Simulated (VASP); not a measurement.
MgCdTe2 (space group I-42d): computed properties

The numbers are results of PBEsol GGA, VASP's PBE PAW potentials (set 64) (plane waves; VASP), not measurements.

```yaml
space_group: I-42d (122)
cell: a = b = 6.4562 Å, c = 12.9409 Å, α = β = γ = 90.00°
volume_per_atom: 33.71 Å^3/atom
band gap (over mesh and band path): 1.51 eV
smallest direct gap (over mesh and band path): 1.51 eV
band_edge_character: direct, Γ to Γ
density: 4.83 g/cm³
```

Space group I-42d (No. 122); a = 6.456 Å, b = 6.456 Å, c = 12.941 Å, α = 90.00°, β = 90.00°, γ = 90.00°

```
atom  site  symmetry       x       y       z
----  ----  --------  ------  ------  ------
Mg      4a      -4..  0.0000  0.0000  0.0000
Cd      4b      -4..  0.0000  0.0000  0.5000
Te      8d       .2.  0.2500  0.2544  0.3750
```
(The calculation used a cell of 8 atoms; values per cell refer to that cell.)

Unless said otherwise, spin-orbit coupling is left out, though it shifts the bands of the heavy elements here.

The structure comes from a computed database's MgCdTe2 entry (I-42d); how it stands against other phases isn't given here. It was relaxed first. Symmetry was kept, so distortions that lower it aren't found.
